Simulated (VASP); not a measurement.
The system is Bi.

```
Bi
1.0
     2.26750    1.30914    3.93800
    -2.26750    1.30914    3.93800
     0.00000   -2.61828    3.93800
Bi
2
Cartesian
  0.0000 0.0000 2.7645
  0.0000 0.0000 9.0495
```

* Program: VASP 6.6.1
* Task: relaxation of cell and atoms
* Functional: PBE
* Dispersion: D3(BJ)
* Potentials or basis: VASP PAW PBE potentials, release 64 (Bi_d)
* Cutoff: 600 eV
* k mesh: 12 × 12 × 12
* Occupations: gaussian, width 0.1 eV
* Spin: no spin polarisation

At the start: pressure 0.1 GPa; volume 35.07 Å³/atom.

How do energy, volume and symmetry change on relaxing?

Over 8 steps the energy falls by 4.1 meV/atom and the volume is 34.56 Å³/atom (-1.5 %); space group R-3m (No. 166, to 0.05 Å).

The path:
```csv
step,energy change (eV),largest force (eV/Å),pressure (GPa),volume (Å³)
1,0.0000,0.2292,0.07,70.14
2,-0.0038,0.1221,-0.27,70.29
3,-0.0049,0.0258,-0.57,70.44
4,-0.0071,0.0123,-0.17,69.65
5,-0.0074,0.0056,0.03,69.27
6,-0.0077,0.0049,0.02,69.24
7,-0.0081,0.0025,0.01,69.15
8,-0.0081,0.0017,0.01,69.11
```

Final structure:
```
CELL_PARAMETERS angstrom
2.26657 1.30861 3.88341
-2.26657 1.30861 3.88341
0.00000 -2.61721 3.88341
ATOMIC_POSITIONS crystal
Bi 0.23719 0.23719 0.23719
Bi 0.76281 0.76281 0.76281
```

Caveat: pairwise dispersion overbinds metals, which lowers pressure and volume.
